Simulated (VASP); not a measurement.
A cell of Ni (fcc) near equilibrium:

```xyz
1
Lattice="0.0000 1.7563 1.7563 1.7563 0.0000 1.7563 1.7563 1.7563 0.0000" Properties=species:S:1:pos:R:3 pbc="T T T"
Ni     0.0000     0.0000     0.0000
```
Starting moments (μB, in the order of the record's atoms Ni): 0.6.

All values below come from PBE GGA, VASP's PBE PAW potentials (set 64) (plane waves; VASP).

| run | ΔE (meV/atom) | σxx | σyy | σzz | largest shear component, with its sign (GPa) | largest force (eV/Å) | moment (μB) |
|---|---|---|---|---|---|---|---|
| as it is | 0.0 | 0.55 | 0.55 | 0.55 | 0.00 | 0.000 | 0.59 |
| after one change | 11.0 | -7.44 | -7.44 | -7.44 | 0.00 | 0.000 | 0.60 |
Stress is in GPa, positive when the cell is compressed.

### Question
Name the change that produced these shifts.
(A) isotropic strain of +1.5 %
(B) uniaxial strain of -0.5 % along x
(C) uniaxial strain of +1.5 % along y

### Answer
A, isotropic strain of +1.5 %

The compound is Ni in the fcc structure. The spin order is the one that the start imposed; others were not tried in this run.
